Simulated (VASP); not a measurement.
Here is a VASP 6.6.1 calculation.

Contents of INCAR:

```
ALGO = Normal ; EDIFF = 1E-6
ENCUT = 520 ; GGA = PE
ISIF = 2 ; ISMEAR = -1
LASPH = True ; LCHARG = False
LREAL = Auto ; LWAVE = False
NBANDS = 103 ; NELM = 100
PREC = Accurate ; SIGMA = 0.02
```

The input KPOINTS:

```
k-points
0
Gamma
  1 1 1
```

File POSCAR:

```
SiBF7
1.0
    8.0824800000      0.0000000000      0.0000000000
    0.0000000000      8.0824800000      0.0000000000
    0.0000000000      0.0000000000      8.0824800000
B F Si
3 21 3
Direct
    0.8040587687      1.0531827635      0.4206972451
    0.7328107190      0.5694471431      0.5524861698
    0.2981851590      0.7814897867      0.3290360609
    0.7833913631      1.0420006476      0.5829300101
    0.9545116194      1.0482435082      0.3568157849
    0.6734155135      1.0666511301      0.3229106004
    0.7898456069      0.6781811680      0.4436324565
    0.7527318772      0.4088108450      0.5262229471
    0.6605677861      0.6230205107      0.6889378147
    0.4124419494      0.6821270453      0.3928609534
    0.1631642069      0.7163527358      0.2629715279
    0.3206301430      0.9430800494      0.3296110445
    0.5287597962      0.3696738177      0.1704482782
    0.2538179850      0.2332926557      0.0893122650
    0.4119169489      0.4107009591     -0.1222941023
    0.5258046433      0.1252591785     -0.0365961636
    0.2785881715      0.8652313618      0.9164067393
   -0.0349301043      0.9229700495      0.8868835585
    0.1784151552      1.1114488343      0.7431042481
    0.1319577524      0.8126751773      0.6392327648
    1.0550644388      0.5551933388     -0.0565085906
    0.7790319631      0.6439694309      0.0748810285
    0.8061792437      0.3619625845     -0.0721212508
    0.9487319810      0.4080836173      0.2079372554
    0.4309711012      0.2838136024      0.0244070376
    0.1377302689      0.9284131379      0.7973963388
    0.8971433430      0.4931768207      0.0407590778
```

Potentials or basis: VASP PAW PBE potentials, release 64 (B, F, Si).

The run is started by

```bash
$ cat potpaw_PBE.64/B/POTCAR potpaw_PBE.64/F/POTCAR potpaw_PBE.64/Si/POTCAR > POTCAR
$ mpirun -np 1 vasp_gam > vasp.out
```

Problem. Predict the largest force.

Solution. 0.282 eV/Å.

Problem. Predict the pressure.

Solution. 0.8 GPa.

Problem. Predict the band gap on the k mesh.

Solution. 7.42 eV, direct.

Forces in eV/Å, atoms in the order of the input:
```
B   -0.119 -0.065 -0.044
B    0.005  0.019 -0.039
B    0.013 -0.047  0.020
F    0.021 -0.016  0.275
F    0.267  0.016 -0.090
F   -0.156  0.028 -0.141
F    0.111  0.129 -0.177
F   -0.029 -0.112 -0.022
F   -0.098  0.038  0.233
F    0.151 -0.133  0.098
F   -0.204 -0.098 -0.108
F    0.049  0.260  0.010
F    0.087  0.108  0.150
F   -0.238 -0.070  0.062
F   -0.034  0.157 -0.177
F    0.108 -0.193 -0.061
F    0.137 -0.100  0.145
F   -0.168 -0.005  0.139
F    0.054  0.203 -0.113
F    0.010 -0.077 -0.164
F    0.195  0.073 -0.107
F   -0.144  0.188  0.041
F   -0.097 -0.145 -0.136
F    0.087 -0.085  0.208
Si   0.072  0.024  0.008
Si  -0.038 -0.073  0.011
Si  -0.042 -0.024 -0.020
```

A hybrid or GW would open this gap; PBE tends to underestimate it.
